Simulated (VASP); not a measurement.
Calculation: r2SCAN meta-GGA, VASP's PBE PAW potentials (set 64) (plane waves; VASP).

VASP input:

KPOINTS_OPT:
```
k-points along high-symmetry lines
6
Line-mode
Reciprocal
  0.000000   0.000000   0.000000 ! GAMMA
  0.000000   0.000000   0.500000 ! X

  0.000000   0.000000   0.500000 ! X
  0.250000   0.250000   0.250000 ! P

  0.250000   0.250000   0.250000 ! P
  0.000000   0.500000   0.000000 ! N

  0.000000   0.500000   0.000000 ! N
  0.000000   0.000000   0.000000 ! GAMMA

  0.000000   0.000000   0.000000 ! GAMMA
  0.500000   0.500000  -0.500000 ! M

  0.500000   0.500000  -0.500000 ! M
  0.318887   0.681113  -0.318887 ! S

 -0.318887   0.318887   0.318887 ! S_0
  0.000000   0.000000   0.000000 ! GAMMA

  0.000000   0.000000   0.500000 ! X
 -0.137773   0.137773   0.500000 ! R

  0.500000   0.500000  -0.137773 ! G
  0.500000   0.500000  -0.500000 ! M
```

File POSCAR:
```
SnF4
1
   -2.0403806380     2.0403806380     3.9016950688
    2.0403806380    -2.0403806380     3.9016950688
    2.0403806380     2.0403806380    -3.9016950688
Sn F
1 4
Direct
  0.0000000000   0.0000000000   0.0000000000
  0.7566710666   0.7566710666   0.0000000000
  0.2433289334   0.2433289334   0.0000000000
  0.5000000000   0.0000000000   0.5000000000
  0.0000000000   0.5000000000   0.5000000000
```

**KPOINTS**
```
K-points
0
G
9 9 9
0 0 0
```

INCAR:
```
SYSTEM=SnF4
PREC=Accurate; ENCUT=520; LREAL=.FALSE.
LASPH=.TRUE.
EDIFF=1E-7; NELM=100; ALGO=Normal
LMAXMIX=4; LMIXTAU=.TRUE.
ISMEAR=-5
METAGGA=R2SCAN
ISIF=2
LWAVE=.FALSE.; LCHARG=.FALSE.; LORBIT=11
NEDOS=601
LEFG=.TRUE.
```

POTCAR, in this order: Sn_d F (PBE.64 set). Program: vasp_std.

The run wrote:

OUTCAR:
```
 ion  position               nearest neighbor table
   1  0.000  0.000  0.000-   2 1.90   3 1.90   4 2.04   5 2.04   5 2.04   4 2.04
   2  0.757  0.757  0.000-   1 1.90
   3  0.243  0.243  0.000-   1 1.90
   4  0.500  0.000  0.500-   1 2.04   1 2.04
   5  0.000  0.500  0.500-   1 2.04   1 2.04
  LATTYP: Found a body centered tetragonal cell.
 ALAT       =     4.0807612760
 C/A-ratio  =     1.9122388226
 Subroutine PRICEL returns:
 Original cell was already a primitive cell.
 Subroutine GETGRP returns: Found 16 space group operations
The static configuration has the point symmetry D_4h.
The dynamic configuration has the point symmetry D_4h.
 Subroutine INISYM returns: Found 16 space group operations
 Subroutine IBZKPT returns following result:
 Found     75 irreducible k-points:

 Following reciprocal coordinates:
            Coordinates               Weight
  0.000000  0.000000  0.000000      1.000000
  0.111111  0.000000 -0.000000      8.000000
  0.222222  0.000000  0.000000      8.000000
  0.333333  0.000000  0.000000      8.000000
  0.444444  0.000000  0.000000      8.000000
...
```

### OSZICAR
```
       N       E                     dE             d eps       ncg     rms          rms(c)
DAV:   1     0.491876346339E+03    0.49188E+03   -0.23377E+04  3907   0.232E+03
DAV:   2    -0.121428256847E+02   -0.50402E+03   -0.49233E+03  4519   0.616E+02
DAV:   3    -0.629233558383E+02   -0.50781E+02   -0.50603E+02  4102   0.188E+02
DAV:   4    -0.644195007034E+02   -0.14961E+01   -0.14939E+01  4858   0.348E+01
DAV:   5    -0.644568548077E+02   -0.37354E-01   -0.37337E-01  4599   0.526E+00    0.110E+01
DAV:   6    -0.526991941919E+02    0.11758E+02   -0.53498E+00  5562   0.460E+01    0.548E+00
DAV:   7    -0.497548287270E+02    0.29444E+01   -0.18199E+00  5098   0.194E+01    0.250E+00
DAV:   8    -0.559902725379E+02   -0.62354E+01   -0.12977E+00  4616   0.141E+01    0.136E+00
DAV:   9    -0.497905057939E+02    0.61998E+01   -0.55690E-01  3976   0.795E+00    0.322E-01
DAV:  10    -0.500675409915E+02   -0.27704E+00   -0.25226E-01  4372   0.523E+00    0.140E-01
DAV:  11    -0.499440276433E+02    0.12351E+00   -0.38466E-02  3786   0.205E+00    0.112E-01
DAV:  12    -0.500667335078E+02   -0.12271E+00   -0.40958E-02  3757   0.209E+00    0.971E-02
DAV:  13    -0.500789798797E+02   -0.12246E-01   -0.38609E-03  4905   0.718E-01    0.762E-02
DAV:  14    -0.500765700095E+02    0.24099E-02   -0.53562E-04  4461   0.297E-01    0.470E-02
DAV:  15    -0.500801776758E+02   -0.36077E-02   -0.10147E-03  3762   0.370E-01    0.197E-02
DAV:  16    -0.500803966116E+02   -0.21894E-03   -0.77826E-05  3841   0.889E-02    0.162E-02
DAV:  17    -0.500803926510E+02    0.39606E-05   -0.19566E-04  3935   0.155E-01    0.118E-02
DAV:  18    -0.500811291194E+02   -0.73647E-03   -0.32040E-04  3759   0.202E-01    0.493E-03
DAV:  19    -0.500811697360E+02   -0.40617E-04   -0.38729E-05  3762   0.666E-02    0.336E-03
DAV:  20    -0.500811762774E+02   -0.65414E-05   -0.32475E-06  4134   0.171E-02    0.168E-03
DAV:  21    -0.500811771481E+02   -0.87068E-06   -0.82006E-07  4266   0.907E-03    0.151E-03
DAV:  22    -0.500811771676E+02   -0.19501E-07   -0.39041E-08  2559   0.259E-03
   1 F= -.50081177E+02 E0= -.50081177E+02  d E =0.000000E+00
       N       E                     dE             ncg
```

### OUTCAR
```
------------------------ aborting loop because EDIFF is reached ----------------------------------------
  FORCE on cell =-STRESS in cart. coord.  units (eV):
  Direction    XX          YY          ZZ          XY          YZ          ZX
  --------------------------------------------------------------------------------------
  Total       -0.0102759     -0.0102759     -0.0207384      0.0000000      0.0000000      0.0000000
  in kB       -0.2533941     -0.2533941     -0.5113872      0.0000000      0.0000000      0.0000000
  external PRESSURE =      -0.3393918 kB  Pullay stress =       0.0000000 kB
  volume of cell :       64.97
      direct lattice vectors                 reciprocal lattice vectors
    -2.040380638  2.040380638  3.901695069     0.000000000  0.245052316  0.128149430
     2.040380638 -2.040380638  3.901695069     0.245052316  0.000000000  0.128149430
     2.040380638  2.040380638 -3.901695069     0.245052316  0.245052316  0.000000000
 POSITION                                       TOTAL-FORCE (eV/Angst)
 -----------------------------------------------------------------------------------
      0.00000      0.00000      0.00000         0.000000      0.000000      0.000000
      0.00000      0.00000      5.90460        -0.000000     -0.000000     -0.008012
      0.00000      0.00000      1.89879         0.000000      0.000000      0.008012
      0.00000      2.04038      0.00000         0.000000      0.000000      0.000000
      2.04038      0.00000      0.00000         0.000000      0.000000      0.000000
 -----------------------------------------------------------------------------------
    total drift:                                0.000000      0.000000      0.000000
  FREE ENERGIE OF THE ION-ELECTRON SYSTEM (eV)
  ---------------------------------------------------
  free  energy   TOTEN  =       -50.0811771676 eV

  energy  without entropy=      -50.0811771676  energy(sigma->0) =      -50.08117717

 total charge

# of ion       s       p       d       tot
------------------------------------------
    1        0.784   1.000  10.392  12.177
    2        1.748   4.366   0.000   6.115
    3        1.748   4.366   0.000   6.115
    4        1.740   4.416   0.000   6.156
    5        1.740   4.416   0.000   6.156
--------------------------------------------------
tot          7.760  18.566  10.392  36.718
```
(Selected blocks of OUTCAR.)

The structure comes from a computed database's SnF4 entry (I4/mmm); how it stands against other phases isn't given here. It was relaxed first.
